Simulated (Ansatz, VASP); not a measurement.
**BiPt3: VASP beside Ansatz**

The input INCAR:

```
SYSTEM = BiPt3
  ALGO = Normal
  EDIFF = 1E-7
  ENCUT = 520
  GGA = PE
  ISIF = 2
  ISMEAR = 1
  LASPH = .TRUE.
  LCHARG = .FALSE.
  LREAL = .FALSE.
  LWAVE = .FALSE.
  NBANDS = 30
  NELM = 60
  PREC = Accurate
  SIGMA = 0.15
```

Contents of KPOINTS:

```
k-points
0
G
  5 5 5
  0 0 0
```

POSCAR

```
BiPt3
1.0
    4.1864950000      0.0000000000      0.0000000000
    0.0000000000      4.1864950000      0.0000000000
    0.0000000000      0.0000000000      4.1864950000
Bi Pt
1 3
Direct
    0.0000000000      0.0000000000      0.0000000000
    0.0000000000      0.5000000000      0.5000000000
    0.5000000000      0.0000000000      0.5000000000
    0.5000000000      0.5000000000      0.0000000000
```

Input for Ansatz:

```yaml
crystal:
  lattice:
    - [4.186495, 0.0, 0.0]
    - [0.0, 4.186495, 0.0]
    - [0.0, 0.0, 4.186495]
  atoms:
    - { symbol: Bi, position: [0.0, 0.0, 0.0] }
    - { symbol: Pt, position: [0.0, 0.5, 0.5] }
    - { symbol: Pt, position: [0.5, 0.0, 0.5] }
    - { symbol: Pt, position: [0.5, 0.5, 0.0] }
kpoints:
  mp_grid:
    grid: [5, 5, 5]
hamiltonian:
  xc: pbe
scf:
  occupations:
    method: methfessel_paxton
    width: 0.15
output:
  stress: true
```

The cell comes from a database or a generator and needn't be the stable form of this composition.

Alike in both runs: task single point; functional PBE; k mesh 5 × 5 × 5; occupations methfessel-paxton of order 1, width 0.15 eV; no spin polarisation.

```csv
,VASP,Ansatz
version,VASP 6.6.1,Ansatz 0.2.0
potentials or method,"VASP PAW PBE potentials, release 64 (Bi_d, Pt)","plane waves, PAW"
plane-wave cutoff (eV),520,420
valence electrons in the cell,45,69
```

VASP gave:

```
pressure (GPa) : -1.3
```

Problem. Which values does Ansatz return?

Solution. Pressure (GPa): -1.2.

The two sets of potentials don't hold the same shells in valence.
